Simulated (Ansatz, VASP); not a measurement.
# Cross-check of Na6Ca3Si12B8O42 between VASP and Ansatz

Wanted: the spread between two codes on one cell, functional and k mesh. The structure shown is frame 60 of Ansatz's trajectory.

Method: plane waves, with VASP 6.6.1 beside it; single point at r2SCAN, in Ansatz 0.2.0.

## 1. Set-up

The cell holds 71 atoms: 12 Si, 8 B, 6 Na, 3 Ca and 42 O. Its edges and angles: a = 9.524 Å, b = 9.524 Å, c = 9.524 Å, α = 90.0°, β = 90.0°, γ = 90.0°. As first built, before any earlier steps moved the atoms (in the runner's words): 71 atoms (12 Si, 8 B, 6 Na, 3 Ca, 42 O) placed at random at 2.34 g/cm^3, melted at 3000 K for 20 ps at fixed volume with the Buckingham and Coulomb pair potential of Guillot and Sator (Geochim. Cosmochim. Acta 71, 1249 (2007)) with the boron terms of Wang et al. (J. Non-Cryst. Solids 498, 294 (2018)). Quenched from 3000 K to 300 K at 10 K/ps and fixed volume, held 10 ps at zero pressure.

## 2. Ansatz: dynamics, r2SCAN

Ansatz runs on its default PAW (the set named soft_2) files.

One frame of this run of dynamics is then solved in both programs, so the motion causes no difference.

input.yaml reads:

```yaml
crystal:
  lattice:
    - [9.52359, 0.0, 0.0]
    - [0.0, 9.52359, 0.0]
    - [0.0, 0.0, 9.52359]
  atoms:
    - { symbol: Si, position: [0.26394, 0.05285, 0.01438] }
    - { symbol: Si, position: [0.23547, 0.13743, 0.57316] }
    - { symbol: Si, position: [0.81767, 0.56054, 0.58842] }
    - { symbol: Si, position: [0.42321, 0.23754, 0.82671] }
    - { symbol: Si, position: [0.13696, 0.4481, 0.59341] }
    - { symbol: Si, position: [0.96644, 0.7628, 0.91247] }
    - { symbol: Si, position: [0.45131, 0.57703, 0.79462] }
    - { symbol: Si, position: [0.79384, 0.54922, 0.27158] }
    - { symbol: Si, position: [0.8949, 0.12061, 0.468] }
    - { symbol: Si, position: [0.23584, 0.49166, 0.14743] }
    - { symbol: Si, position: [0.48925, 0.63753, 0.22199] }
    - { symbol: Si, position: [0.06024, 0.75325, 0.23486] }
    - { symbol: B, position: [0.15636, 0.53816, 0.86123] }
    - { symbol: B, position: [0.08039, 0.01034, 0.8099] }
    - { symbol: B, position: [0.78524, 0.87548, 0.62102] }
    - { symbol: B, position: [0.71417, 0.10149, 0.24287] }
    - { symbol: B, position: [0.39108, 0.60297, 0.51328] }
    - { symbol: B, position: [0.5155, 0.92612, 0.13502] }
    - { symbol: B, position: [0.15186, 0.03107, 0.31545] }
    - { symbol: B, position: [0.66364, 0.74644, 0.95922] }
    - { symbol: Na, position: [0.3995, 0.19969, 0.27981] }
    - { symbol: Na, position: [0.07498, 0.77271, 0.59662] }
    - { symbol: Na, position: [0.624, 0.40679, 0.99788] }
    - { symbol: Na, position: [0.65672, 0.25418, 0.61456] }
    - { symbol: Na, position: [0.47961, 0.87767, 0.46584] }
    - { symbol: Na, position: [0.42538, 0.89477, 0.78629] }
    - { symbol: Ca, position: [0.01628, 0.24124, 0.12202] }
    - { symbol: Ca, position: [0.76936, 0.03826, 0.91207] }
    - { symbol: Ca, position: [0.92189, 0.35844, 0.83364] }
    - { symbol: O, position: [0.91768, 0.67205, 0.29734] }
    - { symbol: O, position: [0.44586, 0.40544, 0.78223] }
    - { symbol: O, position: [0.21256, 0.34966, 0.23598] }
    - { symbol: O, position: [0.41532, 0.98806, 0.04757] }
    - { symbol: O, position: [0.02367, 0.78535, 0.0724] }
    - { symbol: O, position: [0.65663, 0.61194, 0.19007] }
    - { symbol: O, position: [0.62947, 0.86652, 0.04054] }
    - { symbol: O, position: [0.29355, 0.60587, 0.84637] }
    - { symbol: O, position: [0.18184, 0.05624, 0.16966] }
    - { symbol: O, position: [0.80306, 0.72984, 0.60632] }
    - { symbol: O, position: [0.75422, 0.15663, 0.37647] }
    - { symbol: O, position: [0.25874, 0.05983, 0.42574] }
    - { symbol: O, position: [0.91183, 0.2315, 0.59532] }
    - { symbol: O, position: [0.02492, 0.13366, 0.88199] }
    - { symbol: O, position: [0.74, 0.52201, 0.43675] }
    - { symbol: O, position: [0.98287, 0.51663, 0.56372] }
    - { symbol: O, position: [0.58922, 0.02843, 0.2265] }
    - { symbol: O, position: [0.86089, 0.96374, 0.53466] }
    - { symbol: O, position: [0.74885, 0.48713, 0.72733] }
    - { symbol: O, position: [0.58035, 0.19088, 0.8763] }
    - { symbol: O, position: [0.14775, 0.42184, 0.76335] }
    - { symbol: O, position: [0.68043, 0.92609, 0.70836] }
    - { symbol: O, position: [0.86064, 0.43398, 0.16777] }
    - { symbol: O, position: [0.80492, 0.71048, 0.94337] }
    - { symbol: O, position: [0.9689, 0.89485, 0.80262] }
    - { symbol: O, position: [0.19485, 0.96139, 0.89643] }
    - { symbol: O, position: [0.12583, 0.04496, 0.66598] }
    - { symbol: O, position: [0.44502, 0.58762, 0.38252] }
    - { symbol: O, position: [0.46981, 0.6409, 0.63029] }
    - { symbol: O, position: [0.145, 0.48502, 0.00364] }
    - { symbol: O, position: [0.56116, 0.66892, 0.89127] }
    - { symbol: O, position: [0.4616, 0.80636, 0.20988] }
    - { symbol: O, position: [0.10775, 0.88278, 0.33647] }
    - { symbol: O, position: [0.81366, 0.11589, 0.14238] }
    - { symbol: O, position: [0.19803, 0.29877, 0.5305] }
    - { symbol: O, position: [0.04113, 0.6383, 0.83314] }
    - { symbol: O, position: [0.40291, 0.53105, 0.12218] }
    - { symbol: O, position: [0.18204, 0.6314, 0.23627] }
    - { symbol: O, position: [0.30803, 0.20453, 0.94283] }
    - { symbol: O, position: [0.25091, 0.56906, 0.54539] }
    - { symbol: O, position: [0.02664, 0.11905, 0.36213] }
    - { symbol: O, position: [0.37106, 0.15317, 0.68203] }
kpoints:
  mp_grid: { grid: [1, 1, 1] }
hamiltonian:
  xc: r2scan
scf:
  occupations: { method: fixed }
output:
  forces: true
  stress: true
md:
  timestep: 1.0
  n_steps: 180
  ensemble: nvt_nose_hoover
  temperature: 600
  initial_velocities: maxwell_boltzmann
  seed: 7142
```

On the command line:

```console
$ ansatz run input.yaml --threads 4 --pin off --max-ram 8192MiB --backend cpu --events-out ev --progress --plain --runs-dir out
```

Numbers of over 12 decimals in the logs are rounded to 6 here.

The program printed:

```text
Warning: md: disabling space-group detection — thermal motion breaks the input geometry's symmetry, so no spatial operation reduces the k-mesh or symmetrises the density; time reversal is kept, so that k and −k are solved as one point where they differ and the mesh holds both, and exact exchange and, on two spinor components, a DFT+U term hold to it where the run has them: on two components no moment then forms, and  [...]
Warning: output.stress: scf.convergence.dr2_threshold = 7.1e-8 eV (the default of an md: trajectory) is looser than the 7.1e-9 eV advised for a printed stress (1e-10 eV for each atom of the cell: 71). What an SCF threshold leaves in a stress goes as its square root, and in the free energy as the threshold itself, and one threshold admits the most on a small cell: [figures from the program's tests cut] Set scf.converg [...]
Engine: ansatz 0.2.0, aarch64-unknown-linux-gnu
Pseudopotentials: kind: paw
Pseudopotential: Si, paw, valence charge 4, recommended cutoff 500 eV (meta_gga), Si.paw.azcp
Pseudopotential: B, paw, valence charge 3, recommended cutoff 500 eV (meta_gga), B.paw.azcp
Pseudopotential: Na, paw, valence charge 9, recommended cutoff 500 eV (meta_gga), Na.paw.azcp
Pseudopotential: Ca, paw, valence charge 10, recommended cutoff 500 eV (meta_gga), Ca.paw.azcp
Pseudopotential: O, paw, valence charge 6, recommended cutoff 500 eV (meta_gga), O.paw.azcp
Functional definition: r2SCAN
  parameter k0 = 0.174
  parameter k1 = 0.065
  parameter a1 = 4.9479
  exchange = r2scan_x(k0 = k0, k1 = k1, a1 = a1)
  correlation = r2scan_c
Crystal: 71 atoms, lattice volume = 863.778 Å³
Basis set: ecut = 500 eV, 21975 PW (Γ), exchange–correlation on 288×288×288 points (64 copies of the dense FFT grid, shifted against one another)
Bands: 275, of which v1, the nominal top of the filled ones, is band 204 counted from 1 (203 counted from 0)
Symmetry: 1 space group operations
k-points: 1
Non-local potential: Si, projectors of the file, l = 0: 2, l = 1: 2, l = 2: 2
Non-local potential: B, projectors of the file, l = 0: 2, l = 1: 2, l = 2: 1
Non-local potential: Na, projectors of the file, l = 0: 3, l = 1: 2, l = 2: 1
Non-local potential: Ca, projectors of the file, l = 0: 3, l = 1: 2, l = 2: 2
Non-local potential: O, projectors of the file, l = 0: 2, l = 1: 2, l = 2: 1
PAW form: soft (Blöchl's): semilocal exchange-correlation on the pseudo side does not see the compensation charge
PAW frozen core: Si, regenerated for the run's functional (the file was generated under x = pbe(κ = 0.804, μ = 0.219515), c = pbe(β = 0.066725))
PAW frozen core: B, regenerated for the run's functional (the file was generated under x = pbe(κ = 0.804, μ = 0.219515), c = pbe(β = 0.066725))
PAW frozen core: Na, regenerated for the run's functional (the file was generated under x = pbe(κ = 0.804, μ = 0.219515), c = pbe(β = 0.066725))
PAW frozen core: Ca, regenerated for the run's functional (the file was generated under x = pbe(κ = 0.804, μ = 0.219515), c = pbe(β = 0.066725))
PAW frozen core: O, regenerated for the run's functional (the file was generated under x = pbe(κ = 0.804, μ = 0.219515), c = pbe(β = 0.066725))
PAW one-centre angular grid: Si, 302 points (default); XC on 160 Gauss nodes
PAW one-centre angular grid: B, 302 points (default); XC on 160 Gauss nodes
PAW one-centre angular grid: Na, 302 points (default); XC on 339 of its mesh's 2595 points in the sphere
PAW one-centre angular grid: Ca, 302 points (default); XC on 160 Gauss nodes
PAW one-centre angular grid: O, 302 points (default); XC on 160 Gauss nodes
Initial density: superposition of atomic densities (neutral atoms: chi_scale 0, normalization atom), corrected by the library's trained network
Initial wavefunctions: pseudopotential atomic-orbital guess
Functional: x = r2scan, c = r2scan; τ floored in thin density (d = 2e-4 eV/Å³)
[...]
automatic band count: iteration 1 solves 264 bands in place of 275: the levels show a gap, and the empty bands left out lie too high to hold charge; the band table lists the bands solved (type scf.n_extra_bands for more)
md step   177: t =   177.00 fs  T =   621.2 K  F+E_penalty+E_count = -47279.93346263 eV  E_kin = 5.620654 eV  conserved = -47272.79433236 eV  P_inst = 0.2944 GPa  (3 SCF iters)
[...]
md step   178: t =   178.00 fs  T =   637.0 K  F+E_penalty+E_count = -47280.08485367 eV  E_kin = 5.763357 eV  conserved = -47272.79578483 eV  P_inst = 0.2411 GPa  (3 SCF iters)
[...]
md step   179: t =   179.00 fs  T =   645.2 K  F+E_penalty+E_count = -47280.16681220 eV  E_kin = 5.837567 eV  conserved = -47272.79621409 eV  P_inst = 0.2116 GPa  (4 SCF iters)
[...]
md step   180: t =   180.00 fs  T =   645.1 K  F+E_penalty+E_count = -47280.17262493 eV  E_kin = 5.836659 eV  conserved = -47272.79560959 eV  P_inst = 0.2104 GPa  (9 SCF iters)
iter 1 solved again at ethr=1.74e-12 eV; its pass at ethr=3.10e-3 eV (dr2=7.08e-9 eV) is discarded
SCF iter   1: F=—  HF=-47280.172625 eV  |F-HF|=—  |Δ(HF+E_count)|=         —  Δρ=8.32e-7  dr2=7.11e-9  dr2_τ=7.84e-10  ethr=1.74e-12  ⟨swp⟩=2.0  Hψ=743  notcnv=0  defer=69
preconditioner: auto → Resta (q_TF=auto, 2.408 Å⁻¹)  ε∞=2.8  [insulator: Δε(μ)=3.752 eV  Ē_g=18.727 eV  n_scr=202 (ndim 8)  ℏωp=25.0 eV  f_vac=0.141  ε∞_Penn≈2.8]
SCF iter   2: F=-47280.172625 eV  HF=-47280.172625 eV  |F-HF|=4.37e-9  |Δ(HF+E_count)|=   4.13e-9  Δρ=3.75e-7  dr2=2.55e-9  dr2_τ=1.22e-10  ethr=1.74e-12  ⟨swp⟩=3.0  Hψ=613  notcnv=0
SCF 182 converged in 2 iterations: F = -47280.172625 eV  dr2 = 2.55e-9
SCF converged after 2 iterations
Free energy (F): -47280.172625 eV
Harris-Foulkes:  -47280.172625 eV  (|F-HF|=4.37e-9)
Internal energy: -47280.172625 eV  (E = F + TS)
E sigma→0 (E₀):  -47280.172625 eV
Fermi energy:    4.069918 eV
--- Per-component energies (eV) ---
  E_band       = -3121.787038
  E_kinetic    = 10020.356999
  E_local      = -30725.529801  (includes V_loc(G=0)·N_el)
  E_nonlocal   = 3245.860608
  E_hartree    = 11213.036583
  E_xc         = -4613.548252
  E_vxc        = -6344.333171  (∫ρ·V_xc dr)
  E_paw        = -17828.255876  (= ΣΔE_a)
  E_vpaw       = -2153.014894  (= ΣTr[D̂ρ^β])
  E_aug_tail   = 0.044172  (compensation charges beyond the density's cutoff)
  E_vtau       = 408.757309  (kinetic-family band-sum trace: ∫τ·v_τ [+ j·A + Jᵃ·Aᵃ] dr)
  E_ewald      = -18588.911208
  E_core_change = -3.225850  (= ΣΔE_core)
  E_smearing   = -0.000000  (= −TS)
  E_closure    = -0.000000  (closes the sum)
  Σ components = -47280.172625   (vs F -47280.172625, Δ=0.00e0)
--- Forces (eV/Å), atoms counted from 1 ---
  atom   1  Si     2.25290436     0.53172071    -1.73112507
  atom   2  Si    -0.71319796     0.19622417    -1.05413421
  atom   3  Si    -0.78981913     0.04430195    -2.34051640
  atom   4  Si     0.08667334    -1.59016558     0.00715792
  atom   5  Si    -1.03433833    -1.10227911     0.95912612
  atom   6  Si     0.79763535    -0.85235825    -0.36678275
  atom   7  Si     0.37648381     0.04098924    -0.98019793
  atom   8  Si     0.69492087    -0.94117729     1.32494817
  atom   9  Si    -1.52635974    -0.49803189     1.32689775
  atom  10  Si     1.73969069    -1.60133155    -1.63821461
  atom  11  Si    -3.15085380    -0.19371967    -0.56441780
  atom  12  Si    -0.50376553     0.26375836    -0.60345125
  atom  13  B      2.72607228    -0.86239596    -0.48239229
  atom  14  B      0.44245379     0.07179811     0.81755692
  atom  15  B     -0.63925661    -0.95547367    -0.19431006
  atom  16  B     -0.12691201    -1.75648514    -2.65216737
  atom  17  B      2.01799334    -0.25286333     1.22446474
  atom  18  B      0.96818224    -0.00872009     0.32158166
  atom  19  B     -0.63788782     1.54964224    -0.60398429
  atom  20  B     -0.47743861     0.37616812    -0.23745500
  atom  21  Na     0.90327454    -0.80015720    -0.01854918
  atom  22  Na     0.31182086     0.27559101     0.32315388
  atom  23  Na     0.01303651     0.28405066     0.37400687
  atom  24  Na     0.11779450     0.37459716    -0.01341100
[...]
atom  64  O     -0.05210764     0.97921315    -0.15661393
  atom  65  O     -0.20700302    -0.14743505     0.77283308
  atom  66  O     -1.79495101     0.17599881    -0.13048141
  atom  67  O      0.50526707    -0.35236924    -0.09798472
  atom  68  O     -1.02588742    -0.74438494     0.44683488
  atom  69  O     -0.59632512     0.13668995    -0.53747165
  atom  70  O      2.21013972    -0.83297871    -0.33118876
  atom  71  O      0.42332288    -0.06107046     0.76573832
  max |Σ_I F_I| component: 2.06e-4 eV/Å
--- Stress (GPa, compression-positive) ---
        2.653796      -1.994652      -0.526729
       -1.994652       0.415034      -0.860522
       -0.526726      -0.860527      -4.633627
  P = ⅓ Tr σ = -0.5216 GPa (-5.216 kbar)
--- MD trajectory: 180 steps, t = 0.0 → 180.0 fs ---
  final state: T = 645.1 K   F+E_penalty+E_count = -47280.17262493 eV   E_kin = 5.836659 eV
  conserved energy: peak-to-peak 1.071e-2 eV (1.509e-4 eV/atom) over 180.0 fs
```

Reading the cycles: dr2 is the Hartree energy of the density residual (eV), the measure of convergence; HF is the Harris–Foulkes estimate of the energy, which meets the free energy F at convergence.

(Part 1 of 2 ends here.)

[Lines on the potential files, build, host, timing and source positions are cut from VASP's logs without a mark.]

[Logs are printed without paths, hosts, clocks, repeated set-up lines and the standing remarks that a program may print on its own settings, such as how far it seeks lower states.]

[Hosts, paths, dates, database ids (printed as entryN), source tags and the programs' standing remarks are cut or masked in the printed files.]
